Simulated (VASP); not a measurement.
Data:

```
CELL_PARAMETERS angstrom
      5.03597     2.51221     2.51221
      2.51221     5.03597     2.51221
      2.51221     2.51221     5.03597
ATOMIC_POSITIONS crystal
  Mn 0.00000 0.00000 0.00000
  Mn 0.50000 0.50000 0.50000
  S  0.25000 0.25000 0.25000
  S  0.75000 0.75000 0.75000
```
Starting moments (μB, in the order of the record's atoms Mn Mn S S): 4.0 -4.0 0.0 0.0.

These are AM05 GGA, VASP's PBE PAW potentials (set 64) (plane waves; VASP) values and carry that method's errors. Settings: 520 eV cut-off, 8×8×8 Γ-centred mesh, tetrahedra with Blöchl corrections, potentials Mn_pv S.

The cores are frozen, which limits the accuracy of field gradients.

Question: Give the principal components of the electric field gradient (V/Å²) and the asymmetry η at each nucleus.

Answer: 
```tsv
atom	Vxx	Vyy	Vzz	η
Mn1	2.1	2.1	-4.1	0.00
Mn2	2.1	2.1	-4.1	0.00
S3	1.7	1.7	-3.5	0.00
S4	1.7	1.7	-3.5	0.00
```

The compound is MnS in the rock salt, AFM-II order structure. It was relaxed first, which changed the volume by -10 %.
